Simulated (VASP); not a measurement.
```
CsPbBr3
1.0
    5.92963     0.00000     0.00000
    0.00000     5.92963     0.00000
    0.00000     0.00000     5.92963
Cs Pb Br
1 1 3
Cartesian
  0.00000   0.00000   0.00000
  2.96481   2.96481   2.96481
  2.96481   0.00000   2.96481
  0.00000   2.96481   2.96481
  2.96481   2.96481   0.00000
```

These are optB88-vdW, VASP's PBE PAW potentials (set 64) (plane waves; VASP) values and carry that method's errors. Settings: 520 eV cut-off, 4×4×4 Γ-centred mesh, tetrahedra with Blöchl corrections, potentials Cs_sv Pb_d Br.

Unless said otherwise, spin-orbit coupling is left out, though it shifts the bands of the heavy elements here.

Task: Predict the energy per atom (σ→0), band gap (on the k-mesh) with the smallest direct gap where there is one.

Result: 
```json
{
  "band gap (on the k-mesh)": "1.69 eV",
  "smallest direct gap (on the k-mesh)": "1.69 eV",
  "energy per atom (σ→0)": "-0.948 eV/atom"
}
```

The compound is CsPbBr3 in the cubic perovskite structure, the ideal cubic form; the compound distorts at low or room temperature. It was relaxed first.
